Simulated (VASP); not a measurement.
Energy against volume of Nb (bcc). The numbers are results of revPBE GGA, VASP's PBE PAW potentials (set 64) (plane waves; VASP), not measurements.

```tsv
V (Å³/atom)	E (eV/atom)
17.256	-9.76855
17.807	-9.79750
18.358	-9.80622
18.908	-9.79773
19.459	-9.77465
```

Fit a third-order Birch-Murnaghan equation of state.

```json
{
 "volume_per_atom": "18.35 Å³/atom",
 "bulk_modulus": "167 GPa",
 "pressure_derivative_of_the_bulk_modulus": "4.44",
 "lattice_constant_a": "3.323 Å"
}
```

Measured: bulk modulus 173 GPa at 0 K (computed value off by -3.7 %), as given by Daniel Mejia-Rodriguez et al., Physical Review B (2018), arXiv:1807.09216 [0 K value with the zero-point phonon effect removed]; a 3.294 Å at 0 K (computed value off by +0.9 %), as given by Daniel Mejia-Rodriguez et al., Physical Review B (2018), arXiv:1807.09216 [static lattice: zero-point anharmonic expansion removed].

The compound is Nb in the bcc structure. It was relaxed first.
